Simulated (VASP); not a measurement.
These are r2SCAN meta-GGA, VASP's PBE PAW potentials (set 64) (plane waves; VASP 6.6.1) values and carry that method's errors.

The input files of a VASP run:

File KPOINTS:
```
Automatic mesh
0
Gamma
12 12 12
0 0 0
```

INCAR:
```
# general
SYSTEM =HfC
PREC   =Accurate
ENCUT  =520   # plane-wave cut-off (eV)
LREAL  =F
LASPH  =T

# electronic loop
EDIFF  =1E-6   # SCF stop (eV)
NELM   =100
ALGO   =Normal
LMAXMIX=6   # l cut-off of mixed one-centre charges
LMIXTAU=T

# smearing
ISMEAR =1   # Methfessel-Paxton
SIGMA  =0.1   # width (eV)

# functional
METAGGA=R2SCAN

# ions
IBRION =2
NSW    =60   # most ionic steps
ISIF   =3   # ions, shape and volume
EDIFFG =-0.01   # ionic stop

# output
LWAVE  =F
LCHARG =F
```

POSCAR:
```
HfC
1
    0.0000000000     2.3200000000     2.3200000000
    2.3200000000     0.0000000000     2.3200000000
    2.3200000000     2.3200000000     0.0000000000
Hf C
1 1
Direct
  0.0000000000   0.0000000000   0.0000000000
  0.5000000000   0.5000000000   0.5000000000
```

POTCAR, in this order: Hf_pv C (PBE.64 set). Program: vasp_std.

Output of the run:

**OSZICAR**
```
       N       E                     dE             d eps       ncg     rms          rms(c)
DAV:   1    -0.143163858228E+02   -0.14316E+02   -0.79709E+03  1584   0.125E+03
DAV:   2    -0.615336723964E+02   -0.47217E+02   -0.44369E+02  2177   0.216E+02
DAV:   3    -0.631871338901E+02   -0.16535E+01   -0.16375E+01  2047   0.312E+01
DAV:   4    -0.632019418913E+02   -0.14808E-01   -0.14782E-01  1933   0.319E+00
DAV:   5    -0.632021245495E+02   -0.18266E-03   -0.18263E-03  2101   0.295E-01    0.632E+01
DAV:   6    -0.568294926195E+02    0.63726E+01   -0.13588E+01  1793   0.238E+01    0.403E+01
DAV:   7    -0.579344031471E+02   -0.11049E+01   -0.60901E-01  1740   0.796E+00    0.220E+01
DAV:   8    -0.566400061467E+02    0.12944E+01   -0.53803E-01  1779   0.734E+00    0.522E+00
DAV:   9    -0.571339469355E+02   -0.49394E+00   -0.58478E-01  1761   0.737E+00    0.178E+00
DAV:  10    -0.573484422260E+02   -0.21450E+00   -0.88701E-02  1731   0.311E+00    0.120E+00
DAV:  11    -0.573368090052E+02    0.11633E-01   -0.11277E-02  1876   0.974E-01    0.974E-01
DAV:  12    -0.573341782134E+02    0.26308E-02   -0.12877E-03  1746   0.341E-01    0.248E-01
DAV:  13    -0.573409367367E+02   -0.67585E-02   -0.36564E-03  1761   0.556E-01    0.172E-01
DAV:  14    -0.573418487347E+02   -0.91200E-03   -0.11980E-03  2045   0.331E-01    0.178E-01
DAV:  15    -0.573418457371E+02    0.29976E-05   -0.83447E-06  1925   0.309E-02    0.190E-01
DAV:  16    -0.573418394769E+02    0.62602E-05   -0.85752E-06  1781   0.231E-02    0.172E-01
DAV:  17    -0.573418641357E+02   -0.24659E-04   -0.39146E-05  1773   0.660E-02    0.249E-02
DAV:  18    -0.573418579608E+02    0.61749E-05   -0.10563E-05  1711   0.291E-02    0.175E-02
DAV:  19    -0.573418616979E+02   -0.37371E-05   -0.15521E-06   986   0.138E-02    0.151E-02
DAV:  20    -0.573418607976E+02    0.90036E-06   -0.80805E-07   878   0.853E-03
   1 F= -.57341861E+02 E0= -.57341758E+02  d E =-.573419E+02
       N       E                     dE             d eps       ncg     rms          rms(c)
DAV:   1    -0.573450683850E+02   -0.32067E-02   -0.12832E-01  1584   0.356E+00    0.120E+00
DAV:   2    -0.573419601116E+02    0.31083E-02   -0.57999E-03  1584   0.796E-01    0.532E-01
DAV:   3    -0.573410369425E+02    0.92317E-03   -0.40775E-03  1671   0.560E-01    0.487E-01
DAV:   4    -0.573410921996E+02   -0.55257E-04   -0.11910E-04  1914   0.108E-01    0.400E-01
DAV:   5    -0.573411185415E+02   -0.26342E-04   -0.35252E-04  1877   0.102E-01    0.113E-01
DAV:   6    -0.573411294374E+02   -0.10896E-04   -0.61702E-05  1689   0.824E-02    0.139E-02
DAV:   7    -0.573411425381E+02   -0.13101E-04   -0.36999E-05  1632   0.655E-02    0.199E-02
DAV:   8    -0.573411532564E+02   -0.10718E-04   -0.77435E-06  1641   0.299E-02    0.281E-03
DAV:   9    -0.573411508793E+02    0.23771E-05   -0.97272E-07   852   0.107E-02    0.318E-03
DAV:  10    -0.573411521854E+02   -0.13060E-05   -0.99218E-08   819   0.343E-03    0.133E-03
DAV:  11    -0.573411515911E+02    0.59428E-06   -0.10429E-08   810   0.119E-03
   2 F= -.57341152E+02 E0= -.57341051E+02  d E =0.709206E-03
       N       E                     dE             d eps       ncg     rms          rms(c)
DAV:   1    -0.573437526353E+02   -0.26004E-02   -0.56880E-02  1584   0.237E+00    0.799E-01
DAV:   2    -0.573424259654E+02    0.13267E-02   -0.26004E-03  1584   0.532E-01    0.355E-01
DAV:   3    -0.573420712748E+02    0.35469E-03   -0.18220E-03  1652   0.373E-01    0.325E-01
DAV:   4    -0.573420939857E+02   -0.22711E-04   -0.53656E-05  1914   0.725E-02    0.267E-01
DAV:   5    -0.573421048836E+02   -0.10898E-04   -0.14086E-04  1872   0.643E-02    0.878E-02
DAV:   6    -0.573420945175E+02    0.10366E-04   -0.27772E-05  1698   0.548E-02    0.754E-03
DAV:   7    -0.573421144455E+02   -0.19928E-04   -0.17100E-05  1632   0.446E-02    0.134E-02
DAV:   8    -0.573421124387E+02    0.20069E-05   -0.35523E-06  1620   0.201E-02    0.199E-03
DAV:   9    -0.573421151037E+02   -0.26651E-05   -0.42569E-07   801   0.717E-03    0.243E-03
DAV:  10    -0.573421142828E+02    0.82091E-06   -0.53064E-08   792   0.242E-03
   3 F= -.57342114E+02 E0= -.57342012E+02  d E =-.253485E-03
```

File OUTCAR:
```
------------------------ aborting loop because EDIFF is reached ----------------------------------------
  FORCE on cell =-STRESS in cart. coord.  units (eV):
  Direction    XX          YY          ZZ          XY          YZ          ZX
  --------------------------------------------------------------------------------------
  Total       -0.0107381     -0.0107381     -0.0107381     -0.0000000      0.0000000      0.0000000
  in kB       -0.6913224     -0.6913224     -0.6913224     -0.0000000      0.0000000      0.0000000
  external PRESSURE =      -0.6913224 kB  Pullay stress =       0.0000000 kB
  volume of cell :       24.89
      direct lattice vectors                 reciprocal lattice vectors
    -0.000000000  2.317262017  2.317262017    -0.215771888  0.215771888  0.215771888
     2.317262017  0.000000000  2.317262017     0.215771888 -0.215771888  0.215771888
     2.317262017  2.317262017 -0.000000000     0.215771888  0.215771888 -0.215771888
 POSITION                                       TOTAL-FORCE (eV/Angst)
 -----------------------------------------------------------------------------------
      0.00000      0.00000     -0.00000         0.000000      0.000000     -0.000000
      2.31726      2.31726      2.31726        -0.000000     -0.000000      0.000000
 -----------------------------------------------------------------------------------
    total drift:                                0.000000     -0.000000     -0.000000
  FREE ENERGIE OF THE ION-ELECTRON SYSTEM (eV)
  ---------------------------------------------------
  free  energy   TOTEN  =       -57.3421142828 eV

  energy  without entropy=      -57.3418076348  energy(sigma->0) =      -57.34201207

 reached required accuracy - stopping structural energy minimisation
```
(Selected blocks of OUTCAR.)

**CONTCAR**
```
HfC
   1.00000000000000
    -0.0000000000000000    2.3172620170614602    2.3172620170614602
     2.3172620170614602    0.0000000000000000    2.3172620170614602
     2.3172620170614602    2.3172620170614602   -0.0000000000000000
  Hf              C
     1     1
Direct
     0.0000000000000000    0.0000000000000000    0.0000000000000000
     0.5000000000000000    0.5000000000000000    0.5000000000000000
```

The compound is HfC in the rock salt structure. This run relaxes it. Symmetry was kept, so distortions that lower it aren't found.
